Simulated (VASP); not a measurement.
A run of VASP 6.6.1:

The input INCAR:

```
SYSTEM = SnH2ICl
ALGO     = Normal         ! electronic algorithm
EDIFF    = 1E-7           ! SCF threshold, eV
EDIFFG   = -0.02          ! ionic threshold
ENCUT    = 400            ! plane-wave cutoff, eV
GGA      = PE             ! functional
IBRION   = 2              ! ionic algorithm
ISIF     = 2              ! what is computed and relaxed
ISMEAR   = 0              ! smearing method
IVDW     = 2              ! dispersion correction
LASPH    = .True.         ! aspherical terms in the spheres
LCHARG   = .False.        ! write CHGCAR
LREAL    = .False.        ! projectors in reciprocal space
LWAVE    = .False.        ! write WAVECAR
NELM     = 60             ! most SCF steps
NSW      = 40             ! ionic steps
PREC     = Accurate       ! precision mode
SIGMA    = 0.01           ! smearing width, eV
```

The input KPOINTS:

```
k-points
0
Gamma
  1 1 1
  0 0 0
```

The input POSCAR:

```
SnH2ICl
1.0
   13.0000000000      0.0000000000      0.0000000000
    0.0000000000     12.0000000000      0.0000000000
    0.0000000000      0.0000000000     13.0000000000
Cl Sn I H
1 1 1 2
Cartesian
    4.7723500500      6.7576500000      6.8893500000
    6.7925500500      5.9988500400      6.0299500300
    8.2536499500      5.1089499600      8.0733499600
    6.4320500400      4.7025500400      4.9946500500
    7.5660500500      7.3394499600      5.3321499400
```

Potentials or basis: VASP PAW PBE potentials, release 64 (Cl, Sn_d, I, H_s).

Command:

```bash
$ cat potpaw_PBE.64/Cl/POTCAR potpaw_PBE.64/Sn_d/POTCAR potpaw_PBE.64/I/POTCAR potpaw_PBE.64/H_s/POTCAR > POTCAR
$ mpirun -np 1 vasp_gam > vasp.out
```

Hardware: 1 thread of AMD EPYC 9R45 96-Core Processor (Zen 5), on a shared host.

Question: How long does it take, and how much memory?

Answer: It took 5.4 min on 1 thread of AMD EPYC 9R45 96-Core Processor (Zen 5), with other jobs on the host, peak memory 1.1 GiB. Counts: scf iterations 92, k points 1, ion steps 5.
